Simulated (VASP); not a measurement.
Data:

```xyz
3
Lattice="1.5378 -2.6635 0.0000 1.5378 2.6635 0.0000 0.0000 0.0000 3.4809" Properties=species:S:1:pos:R:3 pbc="T T T"
Mg     0.0000     0.0000     3.4809
B      1.5378     0.8878     1.7405
B      1.5378    -0.8878     1.7405
```

All values below come from r2SCAN meta-GGA, VASP's PBE PAW potentials (set 64) (plane waves; VASP). Run with 600 eV cut-off, 10×10×8 Γ-centred mesh, first-order Methfessel-Paxton smearing of 0.10 eV, potentials Mg B.

Question: What does the run give for the energy per atom (σ→0), band gap (on the k-mesh) with the smallest direct gap where there is one?

Answer: 
```yaml
band gap (on the k-mesh): none (metal, semimetal or under 0.01 eV)
energy per atom (σ→0): -6.468 eV/atom
```

The absolute energy has meaning only against runs of the same code, potentials and settings.

The compound is MgB2 in the AlB2 type structure. It was relaxed first.
